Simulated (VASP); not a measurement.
# Sn2GeO3 (Pmmn) in VASP: band structure with PBE

Aim: the band structure of Sn2GeO3 with PBE.

Program: VASP 6.6.1. These are calculated values, not measurements. Logs are shortened: lines on timing, memory, paths and dates and some standing lists are left out, and cuts for length are marked.

### 1 The crystal as given

It takes space group Pmmn (No. 59, orthorhombic). The conventional cell has a = 3.990 Å, b = 10.748 Å, c = 4.921 Å, α = 90.00°, β = 90.00°, γ = 90.00°. Sn (site symmetry m) is surrounded by 4 O at 2.22 to 2.28 Å. Ge (site symmetry mm2) is surrounded by 4 O at 2.04 to 2.18 Å. O (site symmetry m) is surrounded by 1 Ge at 2.04 Å and 3 Sn at 2.25 to 2.28 Å. O (site symmetry mm2) has 2 Ge at 2.18 Å and 2 Sn at 2.22 Å as nearest neighbours.

The cell was built by a generator and needn't be a form met in nature.

### 2 Band structure, PBE

File INCAR:

```
ALGO = Fast ; EDIFF = 1E-6
ENCUT = 520 ; GGA = PE
ISIF = 2 ; ISMEAR = 0
KPAR = 4 ; LASPH = T
LCHARG = F ; LREAL = F
LWAVE = F ; NBANDS = 72
NELM = 80 ; PREC = Accurate
SIGMA = 0.03
```

File KPOINTS:

```
k-points
0
Gamma
  6 4 6
```

File POSCAR:

```
Sn2GeO3
1.0
    3.9898500000      0.0000000000      0.0000000000
    0.0000000000     10.7483700000      0.0000000000
    0.0000000000      0.0000000000      4.9208400000
Sn Ge O
4 2 6
Direct
    0.0000000000      0.3340430000      0.2590280000
    0.0000000000      0.6659570000      0.2590280000
    0.5000000000      0.1659570000      0.7409720000
    0.5000000000      0.8340430000      0.7409720000
    0.0000000000      0.0000000000      0.2972840000
    0.5000000000      0.5000000000      0.7027160000
    0.0000000000      0.1607250000      0.5166060000
    0.0000000000      0.8392750000      0.5166060000
    0.0000000000      0.5000000000      0.5260370000
    0.5000000000      0.3392750000      0.4833940000
    0.5000000000      0.6607250000      0.4833940000
    0.5000000000      0.0000000000      0.4739630000
```

File KPOINTS_OPT:

```
path GXSYGZURTZ,YT,UX,SR
15
line-mode
reciprocal
 0.0000000000  0.0000000000  0.0000000000  G
-0.5000000000  0.0000000000  0.0000000000  X

-0.5000000000  0.0000000000  0.0000000000  X
-0.5000000000  0.0000000000 -0.5000000000  S

-0.5000000000  0.0000000000 -0.5000000000  S
 0.0000000000  0.0000000000 -0.5000000000  Y

 0.0000000000  0.0000000000 -0.5000000000  Y
 0.0000000000  0.0000000000  0.0000000000  G

 0.0000000000  0.0000000000  0.0000000000  G
 0.0000000000 -0.5000000000  0.0000000000  Z

 0.0000000000 -0.5000000000  0.0000000000  Z
-0.5000000000 -0.5000000000  0.0000000000  U

-0.5000000000 -0.5000000000  0.0000000000  U
-0.5000000000 -0.5000000000 -0.5000000000  R

-0.5000000000 -0.5000000000 -0.5000000000  R
 0.0000000000 -0.5000000000 -0.5000000000  T

 0.0000000000 -0.5000000000 -0.5000000000  T
 0.0000000000 -0.5000000000  0.0000000000  Z

 0.0000000000  0.0000000000 -0.5000000000  Y
 0.0000000000 -0.5000000000 -0.5000000000  T

-0.5000000000 -0.5000000000  0.0000000000  U
-0.5000000000  0.0000000000  0.0000000000  X

-0.5000000000  0.0000000000 -0.5000000000  S
-0.5000000000 -0.5000000000 -0.5000000000  R
```

Potentials or basis: VASP PAW PBE potentials, release 64 (Sn_d, Ge_d, O).

Command:

```sh
> cat potpaw_PBE.64/Sn_d/POTCAR potpaw_PBE.64/Ge_d/POTCAR potpaw_PBE.64/O/POTCAR > POTCAR
> mpirun -np 4 vasp_std > vasp.out
```

OUTCAR:

```text
EDIFF = 1E-6
   ENCUT = 520
   GGA = PE
   ISIF = 2
   ISMEAR = 0
   LASPH = T
   LREAL = F
   NELM = 80
   PREC = Accurate

 ion  position               nearest neighbor table
   1  0.000  0.334  0.259-   9 2.22   7 2.25  10 2.28  10 2.28   2 3.57   3 3.59   3 3.59   3 3.71
                             3 3.71
   2  0.000  0.666  0.259-   9 2.22   8 2.25  11 2.28  11 2.28   1 3.57   4 3.59   4 3.59   4 3.71
                             4 3.71
   3  0.500  0.166  0.741-  12 2.22  10 2.25   7 2.28   7 2.28   4 3.57   1 3.59   1 3.59   1 3.71
                             1 3.71
   4  0.500  0.834  0.741-  12 2.22  11 2.25   8 2.28   8 2.28   3 3.57   2 3.59   2 3.59   2 3.71
                             2 3.71
   5  0.000  0.000  0.297-   7 2.04   8 2.04  12 2.18  12 2.18
   6  0.500  0.500  0.703-  10 2.04  11 2.04   9 2.18   9 2.18
   7  0.000  0.161  0.517-   5 2.04   1 2.25   3 2.28   3 2.28
   8  0.000  0.839  0.517-   5 2.04   2 2.25   4 2.28   4 2.28
   9  0.000  0.500  0.526-   6 2.18   6 2.18   1 2.22   2 2.22
  10  0.500  0.339  0.483-   6 2.04   3 2.25   1 2.28   1 2.28
  11  0.500  0.661  0.483-   6 2.04   4 2.25   2 2.28   2 2.28
  12  0.500  0.000  0.474-   5 2.18   5 2.18   3 2.22   4 2.22

  LATTYP: Found a simple orthorhombic cell.
 ALAT       =     3.9898500000
 B/A-ratio  =     1.2333395992
 C/A-ratio  =     2.6939283432

  Lattice vectors:

 A1 = (  -3.9898500000,   0.0000000000,   0.0000000000)
 A2 = (   0.0000000000,   0.0000000000,   4.9208400000)
 A3 = (   0.0000000000,  10.7483700000,   0.0000000000)

Analysis of symmetry for initial positions (statically):
=====================================================================
 Subroutine PRICEL returns:
 Original cell was already a primitive cell.

 Routine SETGRP: Setting up the symmetry group for a
 simple orthorhombic supercell.

 Subroutine GETGRP returns: Found  8 space group operations
 (whereof  4 operations were pure point group operations)
 out of a pool of  8 trial point group operations.

The static configuration has the point symmetry C_2v.
 The point group associated with its full space group is D_2h.

Analysis of symmetry for dynamics (positions and initial velocities):
=====================================================================
 Subroutine PRICEL returns:
 Original cell was already a primitive cell.

 Routine SETGRP: Setting up the symmetry group for a
 simple orthorhombic supercell.

 Subroutine GETGRP returns: Found  8 space group operations
[... 139 lines left out ...]
   ISMEAR =     0;   SIGMA  =   0.03  broadening in eV -4-tet -1-fermi 0-gaus
   EFERMI_NEDOS =   21; number of points for ismear=-14 and -15
   IALGO  =     68    algorithm
   IMIX   =      4    mixing-type and parameters
     AMIX     =   0.40;   BMIX     =  1.00
     AMIX_MAG =   1.60;   BMIX_MAG =  1.00
  volume/ion in A,a.u.               =      17.59       118.67
  Fermi-wavevector in a.u.,A,eV,Ry     =   1.356300  2.563035 25.028594  1.839550
  Thomas-Fermi vector in A             =   2.483315
   LORBIT       =      0    0 simple, 1 ext, 2 COOP (PROOUT), +10 PAW based schemes
   GGA     = PE    functional components
   LHFCALC =     F    Hartree Fock is set to
   AEXX    =    0.0000 exact exchange contribution
   IVDW    =     0    specifies the selected vdW correction
   LEPSILON=     F    determine dielectric tensor
   LRPA    =     F    only Hartree local field effects (RPA)
 non-spin polarized calculation
 RMM-DIIS sequential band-by-band and
 Gauss-broadening in eV      SIGMA  =   0.03
  energy-cutoff  :      520.00
  volume of cell :      211.03
 maximum number of plane-waves:      5728
 NGX is ok and might be reduce to    30
   NGX = 15   NGY = 39   NGZ = 19

 number of electron     119.9999946 magnetization

 Free energy of the ion-electron system (eV)
  ---------------------------------------------------
  ext. energy  EPLUGINS =         0.00000000
  ---------------------------------------------------
  free energy    TOTEN  =       -68.58869608 eV

  energy without entropy =      -68.58869608  energy(sigma->0) =      -68.58869608

 E-fermi :   5.9000     XC(G=0):  -9.9908

 val. band max:        5.6840556757   @ k =   0.0000   0.5000   0.0000
 cond. band min:       6.3377947697   @ k =   0.5000   0.5000   0.0000
 fundamental gap:      0.6537390940
 Fermi energy:         5.8999725630

 k-point     1 :       0.0000    0.0000    0.0000
  band No.  band energies     occupation
      1     -18.9696      2.00000
      2     -18.9692      2.00000
      3     -18.9211      2.00000
      4     -18.9202      2.00000
      5     -18.9144      2.00000
      6     -18.9144      2.00000
[... 1789 lines left out ...]
     71      11.0121      0.00000
     72      11.0305      0.00000

 [... further k-points ...]

------------------------ aborting loop because EDIFF is reached ----------------------------------------

  FORCE on cell =-STRESS in cart. coord.  units (eV):
  Direction    XX          YY          ZZ          XY          YZ          ZX
  --------------------------------------------------------------------------------------
  -------------------------------------------------------------------------------------
  Total        0.0775286     -0.0406093      0.1338125      0.0000000      0.0000000      0.0000000
  in kB        0.5886185     -0.3083171      1.0159416      0.0000000      0.0000000      0.0000000
  external PRESSURE =       0.4320810 kB  Pullay stress =       0.0000000 kB

 VOLUME and BASIS-vectors are now :
 -----------------------------------------------------------------------------
  energy-cutoff  :      520.00
  volume of cell :      211.03
      direct lattice vectors                 reciprocal lattice vectors
     3.989850000  0.000000000  0.000000000     0.250635989  0.000000000  0.000000000
     0.000000000 10.748370000  0.000000000     0.000000000  0.093037363  0.000000000
     0.000000000  0.000000000  4.920840000     0.000000000  0.000000000  0.203217337

 POSITION                                       TOTAL-FORCE (eV/Angst)
 -----------------------------------------------------------------------------------
      0.00000      3.59042      1.27464        -0.000000      0.000656      0.007928
      0.00000      7.15795      1.27464         0.000000     -0.000656      0.007928
      1.99493      1.78377      3.64620         0.000000     -0.000656     -0.007928
      1.99493      8.96460      3.64620         0.000000      0.000656     -0.007928
      0.00000      0.00000      1.46289        -0.000000      0.000000     -0.001135
      1.99493      5.37418      3.45795        -0.000000      0.000000      0.001135
      0.00000      1.72753      2.54214        -0.000000     -0.002621     -0.000897
      0.00000      9.02084      2.54214        -0.000000      0.002621     -0.000897
      0.00000      5.37418      2.58854        -0.000000      0.000000      0.001401
      1.99493      3.64665      2.37870        -0.000000      0.002621      0.000897
      1.99493      7.10172      2.37870        -0.000000     -0.002621      0.000897
      1.99493      0.00000      2.33230        -0.000000      0.000000     -0.001401
 -----------------------------------------------------------------------------------
    total drift:                                0.000000     -0.000000      0.000000

  FREE ENERGIE OF THE ION-ELECTRON SYSTEM (eV)
  ---------------------------------------------------
  free  energy   TOTEN  =       -68.5886960824 eV

  energy  without entropy=      -68.5886960824  energy(sigma->0) =      -68.58869608
```

OSZICAR:

```text
N       E                     dE             d eps       ncg     rms          rms(c)
DAV:   1     0.181421922925E+04    0.18142E+04   -0.55007E+04  8680   0.321E+03
DAV:   2     0.396922513828E+03   -0.14173E+04   -0.13500E+04  6976   0.103E+03
DAV:   3    -0.235155806936E+02   -0.42044E+03   -0.40599E+03  7432   0.313E+02
DAV:   4    -0.769572438939E+02   -0.53442E+02   -0.52455E+02  8120   0.119E+02
DAV:   5    -0.792028555944E+02   -0.22456E+01   -0.22332E+01  8016   0.251E+01    0.194E+01
RMM:   6    -0.681819584994E+02    0.11021E+02   -0.42749E+01  9942   0.199E+01    0.663E+00
RMM:   7    -0.684058593862E+02   -0.22390E+00   -0.54075E+00 10791   0.904E+00    0.424E+00
RMM:   8    -0.684778923117E+02   -0.72033E-01   -0.17602E+00 11031   0.452E+00    0.102E+00
RMM:   9    -0.685231279737E+02   -0.45236E-01   -0.78558E-01 10698   0.251E+00    0.456E-01
RMM:  10    -0.685633504929E+02   -0.40223E-01   -0.40779E-01 10795   0.171E+00    0.512E-01
[... 61 further cycles ...]
DAV:   2    -0.199724545855E+04   -0.49898E+05     5200
DAV:   3    -0.164132940172E+05   -0.14416E+05     5664
DAV:   4    -0.181622210854E+05   -0.17489E+04     6008
DAV:   5    -0.182363019804E+05   -0.74081E+02     6144
DAV:   6    -0.182393529830E+05   -0.30510E+01     7144
DAV:   7    -0.182394310985E+05   -0.78116E-01     7480
DAV:   8    -0.182394330669E+05   -0.19684E-02     7248
DAV:   9    -0.182394331013E+05   -0.34420E-04     6080
DAV:  10    -0.182394331024E+05   -0.11096E-05     3800
DAV:  11    -0.182394331028E+05   -0.35185E-06     3528
```

Run time: 9.4 min. Hardware: 4 MPI ranks of Intel Xeon 6975P-C (Granite Rapids), shared host; peak memory 1 GiB.

What came out:

| Property | Result |
| --- | --- |
| Free energy | -68.5887 eV |
| Pressure | 0.0 GPa |
| Largest force | 0.008 eV/Å |
| Band gap on the k mesh | 0.65 eV, indirect (least direct gap 2.11 eV) |
| Band gap along the path | 0.65 eV, indirect (least direct gap 2.11 eV) |

Forces on the atoms (eV/Å):
```
Sn   0.000  0.001  0.008
Sn   0.000 -0.001  0.008
Sn   0.000 -0.001 -0.008
Sn   0.000  0.001 -0.008
Ge   0.000  0.000 -0.001
Ge   0.000  0.000  0.001
O    0.000 -0.003 -0.001
O    0.000  0.003 -0.001
O    0.000  0.000  0.001
O    0.000  0.003  0.001
O    0.000 -0.003  0.001
O    0.000  0.000 -0.001
```

Stress tensor (GPa, compression positive):
```
 0.06  0.00  0.00
 0.00 -0.03  0.00
 0.00  0.00  0.10
```

Levels at the corners of the path, in eV from the valence-band top:
```
point  band 57  band 58  band 59  band 60  band 61  band 62  band 63  band 64
    Γ    -2.71    -0.73    -0.51    -0.10     2.01     2.65     2.83     2.98
    X    -1.94    -1.94    -1.86    -1.86     1.40     1.40     1.68     1.68
    X    -1.94    -1.94    -1.86    -1.86     1.40     1.40     1.68     1.68
    S    -1.92    -1.92    -1.46    -1.46     2.48     2.48     3.17     3.17
    S    -1.92    -1.92    -1.46    -1.46     2.48     2.48     3.17     3.17
    Y    -1.75    -1.55    -1.32    -1.25     1.70     1.94     2.27     2.82
    Y    -1.75    -1.55    -1.32    -1.25     1.70     1.94     2.27     2.82
    Γ    -2.71    -0.73    -0.51    -0.10     2.01     2.65     2.83     2.98
    Γ    -2.71    -0.73    -0.51    -0.10     2.01     2.65     2.83     2.98
    Z    -2.13    -2.13     0.00     0.00     2.55     2.55     3.11     3.11
    Z    -2.13    -2.13     0.00     0.00     2.55     2.55     3.11     3.11
    U    -2.14    -2.14    -1.67    -1.67     0.65     0.65     2.74     2.74
    U    -2.14    -2.14    -1.67    -1.67     0.65     0.65     2.74     2.74
    R    -1.63    -1.63    -1.54    -1.54     2.61     2.61     2.74     2.74
    R    -1.63    -1.63    -1.54    -1.54     2.61     2.61     2.74     2.74
    T    -1.79    -1.79    -1.30    -1.30     2.43     2.43     2.68     2.68
    T    -1.79    -1.79    -1.30    -1.30     2.43     2.43     2.68     2.68
    Z    -2.13    -2.13     0.00     0.00     2.55     2.55     3.11     3.11
    Y    -1.75    -1.55    -1.32    -1.25     1.70     1.94     2.27     2.82
    T    -1.79    -1.79    -1.30    -1.30     2.43     2.43     2.68     2.68
    U    -2.14    -2.14    -1.67    -1.67     0.65     0.65     2.74     2.74
    X    -1.94    -1.94    -1.86    -1.86     1.40     1.40     1.68     1.68
    S    -1.92    -1.92    -1.46    -1.46     2.48     2.48     3.17     3.17
    R    -1.63    -1.63    -1.54    -1.54     2.61     2.61     2.74     2.74
```

Caveat: spin-orbit coupling is left out, which moves the levels of the heavy elements.
